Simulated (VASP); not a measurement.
A convergence study with VASP on MgO (rock salt): one setting is varied, all else stays as given below, so the limit is that of these other settings.

```yaml
crystal:
  lattice:
    - [0.00000, 2.10500, 2.10500]
    - [2.10500, 0.00000, 2.10500]
    - [2.10500, 2.10500, 0.00000]
  atoms:
    - { symbol: Mg, position: [0.00000, 0.00000, 0.00000] }
    - { symbol: O, position: [0.50000, 0.50000, 0.50000] }
```

Level of theory: PBE GGA, VASP's PBE PAW potentials (set 64) (plane waves; VASP). The tightest run used: 700 eV cut-off, 20×20×20 Γ-centred mesh, Gaussian smearing of 0.050 eV, potentials Mg O.

```json
[
 {"setting": "1×1×1 mesh", "E (eV/atom)": "-0.5342", "pressure (GPa)": "72.79", "irreducible k-points": "1"},
 {"setting": "2×2×2 mesh", "E (eV/atom)": "-5.5188", "pressure (GPa)": "8.55", "irreducible k-points": "3"},
 {"setting": "3×3×3 mesh", "E (eV/atom)": "-5.9100", "pressure (GPa)": "4.36", "irreducible k-points": "4"}
]
```

Task: These are the cheaper rows. Estimate the results at 20×20×20 mesh, and how far the last row shown lies from them.

Result: 
```
quantity        tightest run  last row shown is off by
--------------  ------------  ------------------------
E (eV/atom)          -5.9559                    0.0459
pressure (GPa)          3.88                      0.48
```

Left out are rungs that failed or repeat a setting and relaxations that didn't move; long series are thinned to 24 rows.

The compound is MgO in the rock salt structure. The cell was not relaxed at this level.
